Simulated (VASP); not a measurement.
# Pd: cell size against the level of theory

Which functional gives the lattice of Pd as experiment finds it, and is a dearer one worth its cost? The levels: PBE, LDA, r2SCAN and PBE + D3(BJ). The start is a cell from a database of measured crystal structures.

Calculated with VASP 6.6.1; PBE; plane waves and PAW (Pd), in the first sound run; inputs show where later runs differ.

**Measured values to reproduce.**

For Pd, face-centred cubic (pure Pd, 293.15 K), “Dislocation healing during hydrogen absorption and desorption in palladium” (2022, arxiv:2204.14071) quotes earlier work: lattice constant a (a of Pd at 20 C, earlier published value) 3.8902 ± 0.0006 Å [literature evaluation of collated data, not a single measurement; authors consider their …].

**1. The starting structure**

Before any relaxation, the start is as follows. The structure is cubic, space group Fm-3m (No. 225). The conventional cell has a = 3.900 Å, b = 3.900 Å, c = 3.900 Å, α = 90.00°, β = 90.00°, γ = 90.00°. Nearest to Pd lie 12 Pd at 2.76 Å.

**2. Relaxation with PBE**

The start need not lie at this functional's minimum. ISIF = 3 frees volume, shape and positions, and EDIFFG sets the threshold on forces and stress at which the search stops. PBE, the usual starting point, adds the gradient of the density.

Contents of INCAR:

```
SYSTEM = Pd
PREC = Accurate
ENCUT = 520
EDIFF = 1E-06
NELM = 100
ISMEAR = -1
SIGMA = 0.05
LREAL = .FALSE.
ALGO = Normal
GGA = PE
NBANDS = 11
LASPH = .TRUE.
LORBIT = 11
LWAVE = .FALSE.
LCHARG = .FALSE.
KPAR = 2
IBRION = 2
NSW = 60
ISIF = 3
EDIFFG = -0.01
```

Contents of POSCAR:

```
Pd
1.0
    0.0000000000      1.9500000000      1.9500000000
    1.9500000000      0.0000000000      1.9500000000
    1.9500000000      1.9500000000      0.0000000000
Pd
1
Direct
    0.0000000000      0.0000000000      0.0000000000
```

Contents of KPOINTS:

```
Automatic mesh
0
Gamma
10 10 10
0 0 0
```

The projector-augmented-wave data sets are Pd (PBE family, release 64).

The run is started by

```console
mpirun -np 2 vasp_std
```

The program printed:

```text
[banner, memory and clock lines left out]
running    2 mpi-ranks, on    1 nodes
 distrk:  each k-point on    1 cores,    2 groups
 distr:  one band on    1 cores,    1 groups

 POSCAR found type information on POSCAR Pd
 POSCAR found :  1 types and       1 ions
 LDA part: xc-table for (Slater+PW92), standard interpolation
 POSCAR, INCAR and KPOINTS ok, starting setup
 FFT: planning ... GRIDC
 FFT: planning ... GRID_SOFT
 FFT: planning ... GRID
 WAVECAR not read
 entering main loop
       N       E                     dE             d eps       ncg     rms          rms(c)
DAV:   1     0.439340753693E+02    0.43934E+02   -0.52716E+03  1042   0.870E+02
DAV:   2    -0.484951003933E+01   -0.48784E+02   -0.47236E+02  1181   0.185E+02
DAV:   3    -0.549641402698E+01   -0.64690E+00   -0.64506E+00  1242   0.224E+01
DAV:   4    -0.549933789590E+01   -0.29239E-02   -0.29236E-02  1233   0.162E+00
DAV:   5    -0.549937049108E+01   -0.32595E-04   -0.32596E-04  1377   0.151E-01    0.763E+00
DAV:   6    -0.524414455750E+01    0.25523E+00   -0.10191E+00  1271   0.826E+00    0.373E+00
DAV:   7    -0.523369133075E+01    0.10453E-01   -0.23168E-02  1395   0.104E+00    0.190E+00
DAV:   8    -0.523019159653E+01    0.34997E-02   -0.12250E-03  1277   0.302E-01    0.851E-02
DAV:   9    -0.523017614703E+01    0.15449E-04   -0.90023E-05  1308   0.812E-02    0.243E-02
DAV:  10    -0.523018062458E+01   -0.44775E-05   -0.58890E-06  1284   0.219E-02    0.638E-03
DAV:  11    -0.523018004056E+01    0.58402E-06   -0.65205E-08   850   0.256E-03
   1 F= -.52301800E+01 E0= -.52226343E+01  d E =-.523018E+01
 curvature:   0.00 expect dE= 0.000E+00 dE for cont linesearch  0.000E+00
 trial: gam= 0.00000 g(F)=  0.000E+00 g(S)=  0.381E-01 ort = 0.000E+00 (trialstep = 0.100E+01)
 search vector abs. value=  0.381E-01
 bond charge predicted
       N       E                     dE             d eps       ncg     rms          rms(c)
DAV:   1    -0.591604744359E+01   -0.68587E+00   -0.12558E+01  1175   0.345E+01    0.557E+00
DAV:   2    -0.522447379424E+01    0.69157E+00   -0.34516E+00  1199   0.138E+01    0.196E+00
DAV:   3    -0.522303604226E+01    0.14378E-02   -0.19820E-02  1300   0.909E-01    0.120E+00
DAV:   4    -0.522345237737E+01   -0.41634E-03   -0.59756E-03  1243   0.626E-01    0.822E-02
DAV:   5    -0.522354168311E+01   -0.89306E-04   -0.23729E-04  1486   0.847E-02    0.308E-02
DAV:   6    -0.522356232430E+01   -0.20641E-04   -0.44962E-06  1249   0.216E-02    0.138E-02
DAV:   7    -0.522356032902E+01    0.19953E-05   -0.70928E-07  1218   0.338E-03    0.704E-04
DAV:   8    -0.522356038361E+01   -0.54588E-07   -0.19863E-08   802   0.110E-03
   2 F= -.52235604E+01 E0= -.52148667E+01  d E =0.661966E-02
 trial-energy change:    0.006620  1 .order    0.004742   -0.038070    0.047555
 step:   0.4127(harm=  0.4446)  dis= 0.00000  next Energy=    -5.237904 (dE=-0.772E-02)
 bond charge predicted
       N       E                     dE             d eps       ncg     rms          rms(c)
DAV:   1    -0.547341187133E+01   -0.24985E+00   -0.42084E+00  1166   0.197E+01    0.332E+00
DAV:   2    -0.523816592749E+01    0.23525E+00   -0.10994E+00  1196   0.819E+00    0.620E-01
DAV:   3    -0.523743968931E+01    0.72624E-03   -0.88358E-03  1365   0.601E-01    0.386E-01
DAV:   4    -0.523777421818E+01   -0.33453E-03   -0.25291E-03  1250   0.362E-01    0.489E-02
DAV:   5    -0.523776433268E+01    0.98855E-05   -0.24771E-05  1257   0.437E-02    0.243E-02
DAV:   6    -0.523776629656E+01   -0.19639E-05   -0.18260E-06  1298   0.104E-02    0.138E-03
DAV:   7    -0.523776644511E+01   -0.14855E-06   -0.52577E-08   856   0.156E-03
   3 F= -.52377664E+01 E0= -.52297645E+01  d E =-.758640E-02
 curvature:  -0.22 expect dE=-0.360E-06 dE for cont linesearch -0.360E-06
 trial: gam= 0.00000 g(F)=  0.264E-63 g(S)=  0.162E-05 ort =-0.249E-03 (trialstep = 0.883E+00)
 search vector abs. value=  0.162E-05
 reached required accuracy - stopping structural energy minimisation
```

Elapsed: 7.6 s, on 2 MPI ranks of Intel Xeon Platinum 8488C (Sapphire Rapids), shared host; peak memory 0.27 GiB.

The logs omit lines about the potential files and the build; timing stands in the text.

Parts of OUTCAR (step 2):

```text
ion  position               nearest neighbor table
   1  0.000  0.000  0.000-

  LATTYP: Found a face centered cubic cell.
 ALAT       =     3.9000000000

 Subroutine GETGRP returns: Found 48 space group operations
 (whereof 48 operations were pure point group operations)

The static configuration has the point symmetry O_h .

 Found     47 irreducible k-points:

   k-points           NKPTS =     47   k-points in BZ     NKDIM =     47   number of bands    NBANDS=     11

   dimension x,y,z NGX =    24 NGY =   24 NGZ =   24
   dimension x,y,z NGXF=    48 NGYF=   48 NGZF=   48

   ENCUT  =  520.0 eV  38.22 Ry    6.18 a.u.   5.13  5.13  5.13*2*pi/ulx,y,z

   NELECT =      10.0000    total number of electrons

 k-points in reciprocal lattice and weights: Automatic mesh
   0.00000000  0.00000000  0.00000000       0.001
   0.10000000  0.00000000  0.00000000       0.008
   0.20000000  0.00000000  0.00000000       0.008
   0.30000000  0.00000000  0.00000000       0.008
   0.40000000  0.00000000  0.00000000       0.008
   0.50000000  0.00000000  0.00000000       0.004
   0.10000000  0.10000000  0.00000000       0.006
   0.20000000  0.10000000  0.00000000       0.024
   0.30000000  0.10000000  0.00000000       0.024
[...]
-0.30000000  0.40000000  0.20000000       0.024
  -0.30000000  0.50000000  0.20000000       0.012

 average (electrostatic) potential at core
       1 -70.9980

 E-fermi :   9.2002

 k-point     1 :       0.0000    0.0000    0.0000
  band No.  band energies     occupation
    ...
      2       6.5137      2.00000
      3       6.5137      2.00000
      4       6.5137      2.00000
      5       8.0309      2.00000
      6       8.0309      2.00000
      7      26.3591      0.00000
      8      30.9305      0.00000
      9      30.9305      0.00000
     10      30.9305      0.00000
     11      35.5161      0.00000

 k-point     2 :       0.1000    0.0000    0.0000
  band No.  band energies     occupation
    ...
      2       6.4032      2.00000
      3       6.6256      2.00000
      4       6.6256      2.00000
      5       7.9834      2.00000
      6       7.9834      2.00000
      7      26.6505      0.00000
      8      28.9638      0.00000
      9      31.2997      0.00000
     10      31.2997      0.00000
     11      35.6976      0.00000

 k-point     3 :       0.2000    0.0000    0.0000
  band No.  band energies     occupation
    ...
      2       6.2954      2.00000
      3       6.7962      2.00000
      4       6.7962      2.00000
      5       8.0171      2.00000
      6       8.0171      2.00000
      7      25.1871      0.00000
      8      27.5170      0.00000
      9      32.1373      0.00000
     10      32.1373      0.00000
     11      34.6539      0.00000

  Total       -0.0033498     -0.0033498     -0.0033498      0.0000000      0.0000000      0.0000000
  in kB       -0.3510368     -0.3510368     -0.3510368      0.0000000      0.0000000      0.0000000
  external PRESSURE =      -0.3510368 kB  Pullay stress =       0.0000000 kB

  energy-cutoff  :      520.00
  volume of cell :       15.29
      direct lattice vectors                 reciprocal lattice vectors
    -0.000000000  1.969913515  1.969913515    -0.253818249  0.253818249  0.253818249
     1.969913515  0.000000000  1.969913515     0.253818249 -0.253818249  0.253818249
     1.969913515  1.969913515  0.000000000     0.253818249  0.253818249 -0.253818249

 POSITION                                       TOTAL-FORCE (eV/Angst)
 -----------------------------------------------------------------------------------
      0.00000      0.00000      0.00000        -0.000000      0.000000     -0.000000
 -----------------------------------------------------------------------------------
    total drift:                               -0.000000      0.000000      0.000000

  FREE ENERGIE OF THE ION-ELECTRON SYSTEM (eV)
  ---------------------------------------------------
  free  energy   TOTEN  =        -5.2377664451 eV

  energy  without entropy=       -5.2217624740  energy(sigma->0) =       -5.22976446

 reached required accuracy - stopping structural energy minimisation

 total charge
# of ion       s       p       d       tot
------------------------------------------
    1        0.470   0.440   8.459   9.369

[... 3 further parts left out ...]
```

CONTCAR:

```
Pd
   1.00000000000000
    -0.0000000000000000    1.9699135152012390    1.9699135152012390
     1.9699135152012390    0.0000000000000000    1.9699135152012390
     1.9699135152012390    1.9699135152012390    0.0000000000000000
  Pd
     1
Direct
     0.0000000000000000    0.0000000000000000    0.0000000000000000
```

The k-mesh is coarse for a metal. The run keeps the 48 symmetry operations of its start, so it cannot find a distortion of lower symmetry.

The steps of the relaxation:

| step | energy less that of the first step (eV) | largest force (eV/Å) | pressure (GPa) | volume (Å³) |
| --- | --- | --- | --- | --- |
| 1 | 0.0000 | 0.0000 | 5.54 | 14.83 |
| 2 | 0.0066 | 0.0000 | -6.43 | 15.96 |
| 3 | -0.0076 | 0.0000 | -0.04 | 15.29 |

| conventional cell, symmetrised | before | after | change |
| --- | --- | --- | --- |
| a (Å) | 3.900 | 3.940 | +1.0 % |
| b (Å) | 3.900 | 3.940 | +1.0 % |
| c (Å) | 3.900 | 3.940 | +1.0 % |
| volume (Å³/atom) | 14.83 | 15.29 | +3.1 % |

Final coordinates:

```
Pd
1.0
     0.00000    1.96991    1.96991
     1.96991    0.00000    1.96991
     1.96991    1.96991    0.00000
Pd
1
Direct
  0.00000 0.00000 0.00000
```

Numbers from this step:

```yaml
electrons: 10
bands: 11
irreducible_k_points: 47
symmetry_operations: 48
free_energy_toten: -5.238 eV
energy_at_zero_smearing: -5.230 eV
fermi_energy: 9.200 eV
pressure: -0.03510 GPa
metallic: yes
scf_cycles_over_all_ionic_steps: 26
```

It ends with forces that vanish by symmetry and a pressure of -0.04 GPa. The volume lies +3.1 % from that of the database's start. The conventional cell has a = 3.940 Å.

**3. Relaxation with LDA**

This step: LDA; plane waves and PAW (Pd) (VASP 6.6.1).

LDA, the lowest rung, knows the local density alone.

INCAR: that of step 2 with these lines changed.

```diff
@@ -9,3 +9,3 @@
 ALGO = Normal
-GGA = PE
+GGA = CA
 NBANDS = 11
```

POSCAR is that of step 2.

KPOINTS is that of step 2.

The run is started by

```console
mpirun -np 2 vasp_std
```

The program printed:

```text
[banner, memory and clock lines left out]
running    2 mpi-ranks, on    1 nodes
 distrk:  each k-point on    1 cores,    2 groups
 distr:  one band on    1 cores,    1 groups

 POSCAR found type information on POSCAR Pd
 POSCAR found :  1 types and       1 ions
|                                                                             |
|               ----> ADVICE to this user running VASP <----                  |
|                                                                             |
|     You enforced a specific xc type in the INCAR file but a different       |
|     [... a line on the potential file left out ...]
|     I HOPE YOU KNOW WHAT YOU ARE DOING!                                     |
|                                                                             |

 LDA part: xc-table for (Slater(with rela. corr.)+CA(PZ))
 , standard interpolation
 POSCAR, INCAR and KPOINTS ok, starting setup
 FFT: planning ... GRIDC
 FFT: planning ... GRID_SOFT
 FFT: planning ... GRID
 WAVECAR not read
 entering main loop
       N       E                     dE             d eps       ncg     rms          rms(c)
DAV:   1     0.425383325150E+02    0.42538E+02   -0.52487E+03  1042   0.870E+02
DAV:   2    -0.632622614315E+01   -0.48865E+02   -0.47314E+02  1178   0.185E+02
DAV:   3    -0.698281105806E+01   -0.65658E+00   -0.65484E+00  1236   0.225E+01
DAV:   4    -0.698572715934E+01   -0.29161E-02   -0.29158E-02  1219   0.161E+00
DAV:   5    -0.698575949652E+01   -0.32337E-04   -0.32337E-04  1355   0.152E-01    0.871E+00
DAV:   6    -0.653870500493E+01    0.44705E+00   -0.19641E+00  1265   0.113E+01    0.343E+00
DAV:   7    -0.652805895204E+01    0.10646E-01   -0.33789E-02  1368   0.114E+00    0.182E+00
DAV:   8    -0.652296193347E+01    0.50970E-02   -0.17221E-03  1302   0.405E-01    0.863E-02
DAV:   9    -0.652293953134E+01    0.22402E-04   -0.13025E-04  1412   0.979E-02    0.135E-02
DAV:  10    -0.652294318989E+01   -0.36586E-05   -0.22452E-06  1309   0.116E-02    0.897E-03
DAV:  11    -0.652294304111E+01    0.14878E-06   -0.10591E-07   859   0.210E-03
   1 F= -.65229430E+01 E0= -.65154308E+01  d E =-.652294E+01
 curvature:   0.00 expect dE= 0.000E+00 dE for cont linesearch  0.000E+00
 trial: gam= 0.00000 g(F)=  0.000E+00 g(S)=  0.101E+00 ort = 0.000E+00 (trialstep = 0.100E+01)
 search vector abs. value=  0.101E+00
 bond charge predicted
       N       E                     dE             d eps       ncg     rms          rms(c)
DAV:   1    -0.824041357634E+01   -0.17175E+01   -0.32600E+01  1178   0.556E+01    0.117E+01
DAV:   2    -0.649138233670E+01    0.17490E+01   -0.63770E+00  1196   0.214E+01    0.142E+00
DAV:   3    -0.647199103898E+01    0.19391E-01   -0.21523E-01  1394   0.294E+00    0.808E-01
DAV:   4    -0.647358022917E+01   -0.15892E-02   -0.15908E-02  1260   0.889E-01    0.143E-01
DAV:   5    -0.647438525112E+01   -0.80502E-03   -0.11635E-03  1513   0.187E-01    0.514E-02
DAV:   6    -0.647440695176E+01   -0.21701E-04   -0.97409E-06  1292   0.230E-02    0.293E-03
DAV:   7    -0.647440671336E+01    0.23841E-06   -0.93064E-07   956   0.795E-03
   2 F= -.64744067E+01 E0= -.64685723E+01  d E =0.485363E-01
[...]
3 F= -.65421927E+01 E0= -.65353033E+01  d E =-.192497E-01
 curvature:  -0.16 expect dE=-0.106E-04 dE for cont linesearch -0.106E-04
 ZBRENT: interpolating
 opt :   0.3677  next Energy=    -6.542203 (dE=-0.193E-01)
 bond charge predicted
       N       E                     dE             d eps       ncg     rms          rms(c)
DAV:   1    -0.654230583255E+01   -0.11339E-03   -0.19455E-03  1175   0.431E-01    0.713E-02
DAV:   2    -0.654220448697E+01    0.10135E-03   -0.45447E-04  1190   0.168E-01    0.163E-02
DAV:   3    -0.654220349729E+01    0.98968E-06   -0.44142E-06  1229   0.143E-02
   4 F= -.65422035E+01 E0= -.65353268E+01  d E =-.192605E-01
 curvature:  -0.15 expect dE=-0.387E-07 dE for cont linesearch -0.387E-07
 trial: gam=-0.00162 g(F)=  0.000E+00 g(S)=  0.265E-06 ort = 0.164E-03 (trialstep = 0.874E+00)
 search vector abs. value=  0.101E-09
 reached required accuracy - stopping structural energy minimisation
```

Elapsed: 7.2 s, on 2 MPI ranks; peak memory 0.26 GiB; 13 s of CPU time.

From OUTCAR (step 3):

```text
The static configuration has the point symmetry O_h .

 Found     47 irreducible k-points:

   NELECT =      10.0000    total number of electrons

 E-fermi :  10.1882

 k-point     1 :       0.0000    0.0000    0.0000
  band No.  band energies     occupation
    ...
      2       7.1038      2.00000
      3       7.1038      2.00000
      4       7.1038      2.00000
      5       8.8607      2.00000
      6       8.8607      2.00000
      7      27.3302      0.00000
      8      32.2735      0.00000
      9      32.2735      0.00000
     10      32.2735      0.00000
     11      35.9771      0.00000

 k-point     2 :       0.1000    0.0000    0.0000
  band No.  band energies     occupation
    ...
      2       6.9749      2.00000
      3       7.2306      2.00000
      4       7.2306      2.00000
      5       8.8036      2.00000
      6       8.8036      2.00000
      7      27.7227      0.00000
      8      30.3091      0.00000
      9      32.7245      0.00000
     10      32.7245      0.00000
     11      36.0343      0.00000

  Total       -0.0013525     -0.0013525     -0.0013525      0.0000000      0.0000000      0.0000000
  in kB       -0.1528184     -0.1528184     -0.1528184      0.0000000      0.0000000      0.0000000
  external PRESSURE =      -0.1528184 kB  Pullay stress =       0.0000000 kB

  energy-cutoff  :      520.00
  volume of cell :       14.18
      direct lattice vectors                 reciprocal lattice vectors
     0.000000000  1.921099266  1.921099266    -0.260267654  0.260267654  0.260267654
     1.921099266 -0.000000000  1.921099266     0.260267654 -0.260267654  0.260267654
     1.921099266  1.921099266  0.000000000     0.260267654  0.260267654 -0.260267654

 POSITION                                       TOTAL-FORCE (eV/Angst)
 -----------------------------------------------------------------------------------
      0.00000      0.00000      0.00000         0.000000      0.000000      0.000000
 -----------------------------------------------------------------------------------
    total drift:                               -0.000000      0.000000     -0.000000

  FREE ENERGIE OF THE ION-ELECTRON SYSTEM (eV)
  ---------------------------------------------------
  free  energy   TOTEN  =        -6.5422034973 eV

  energy  without entropy=       -6.5284500378  energy(sigma->0) =       -6.53532677

 total charge
# of ion       s       p       d       tot
------------------------------------------
    1        0.488   0.521   8.503   9.512

[... 8 parts as in an earlier step ...]

[... 5 further parts left out ...]
```

CONTCAR:

```
Pd
   1.00000000000000
     0.0000000000000000    1.9210992660052926    1.9210992660052928
     1.9210992660052928   -0.0000000000000000    1.9210992660052928
     1.9210992660052928    1.9210992660052926    0.0000000000000000
  Pd
     1
Direct
     0.0000000000000000    0.0000000000000000    0.0000000000000000
```

The PAW data sets were made with PBE, though LDA sets exist; this is a small mismatch.

The steps of the relaxation:

| step | energy less that of the first step (eV) | largest force (eV/Å) | pressure (GPa) | volume (Å³) |
| --- | --- | --- | --- | --- |
| 1 | 0.0000 | 0.0000 | -9.03 | 14.83 |
| 2 | 0.0485 | 0.0000 | 22.07 | 13.11 |
| 3 | -0.0193 | 0.0000 | -0.24 | 14.19 |
| 4 | -0.0193 | 0.0000 | -0.02 | 14.18 |

| conventional cell, symmetrised | before | after | change |
| --- | --- | --- | --- |
| a (Å) | 3.900 | 3.842 | -1.5 % |
| b (Å) | 3.900 | 3.842 | -1.5 % |
| c (Å) | 3.900 | 3.842 | -1.5 % |
| volume (Å³/atom) | 14.83 | 14.18 | -4.4 % |

Final coordinates:

```xyz
1
Lattice="0.0000 1.9211 1.9211 1.9211 0.0000 1.9211 1.9211 1.9211 0.0000" Properties=species:S:1:pos:R:3 pbc="T T T"
Pd    0.0000    0.0000    0.0000
```

This step gave:

```
free energy (TOTEN)             : -6.542 eV
energy at zero smearing         : -6.535 eV
Fermi energy                    : 10.19 eV
pressure                        : -0.01528 GPa
SCF cycles over all ionic steps : 28
```

It ends at 14.18 Å³/atom, -4.4 % from the start, with -0.02 GPa left. The conventional cell has a = 3.842 Å.

[end of part 1 of 2]

[Lines on the potential files, build, host, timing and source positions are cut from VASP's logs without a mark.]

[Logs are printed without paths, hosts, clocks, repeated set-up lines and the standing remarks that a program may print on its own settings, such as how far it seeks lower states.]

[Hosts, paths, dates, database ids (printed as entryN), source tags and the programs' standing remarks are cut or masked in the printed files.]

[A measured line is paired with the nearest computed mode of its activity, which favours agreement.]
